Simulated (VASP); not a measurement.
An input for Ansatz (written as the equivalent of a VASP run, and not itself run):

Ansatz 0.2 input:
```yaml
crystal:
  lattice:
    - [3.2085120, 0.0000000, 0.0000000]
    - [0.0000000, 3.2085120, 0.0000000]
    - [0.0000000, 0.0000000, 3.2085120]
  atoms:
    - { symbol: Ag, position: [0.0000000, 0.0000000, 0.0000000] }
    - { symbol: As, position: [0.5000000, 0.5000000, 0.5000000] }
kpoints:
  mp_grid: { grid: [7, 7, 7] }
hamiltonian:
  xc: r2scan
  pseudopotentials: { kind: paw }
scf:
  occupations: { method: gaussian, width: 0.05 }
  max_iter: 100
relax:
  max_steps: 60
  f_tol: 0.01
  cell: {}
output: { forces: true, stress: true, eigenvalues: true }
```

Q: Write the VASP files for the same calculation (r2SCAN).

A: This is not unique; one that fits is 
### KPOINTS
```
Automatic
0
G
  7 7 7
0 0 0
```

### INCAR
```
# general
SYSTEM  = AgAs
PREC    = Accurate
ENCUT   = 400   # plane-wave cut-off (eV)
LREAL   = .FALSE.
LASPH   = .TRUE.

# electronic loop
EDIFF   = 1E-6
NELM    = 100   # most electronic steps
ALGO    = Normal
LMAXMIX = 4
LMIXTAU = .TRUE.

# smearing
ISMEAR  = 0
SIGMA   = 0.05   # width (eV)

# functional
METAGGA = R2SCAN

# ions
IBRION  = 2
NSW     = 60   # most ionic steps
ISIF    = 3
EDIFFG  = -0.01

# output
LWAVE   = .FALSE.
LCHARG  = .FALSE.
```

### POSCAR
```
AgAs
1
    3.2085120000     0.0000000000     0.0000000000
    0.0000000000     3.2085120000     0.0000000000
    0.0000000000     0.0000000000     3.2085120000
Ag As
1 1
Direct
  0.0000000000   0.0000000000   0.0000000000
  0.5000000000   0.5000000000   0.5000000000
```

POTCAR, in this order: Ag As (PBE.64 set). Program: vasp_std.

Limits of the translation: each code has its own PAW files, so the cut-off isn't converted (ENCUT is set for VASP's; basis.ecutwfc is left out, and Ansatz then takes the one that its files recommend); Ansatz stops its SCF on the density residual and VASP on the energy change (EDIFF).

The structure was generated: AgAs was put into the CsCl type (Pm-3m), which need not be its known phase. This run relaxes it. Symmetry was kept, so distortions that lower it aren't found.
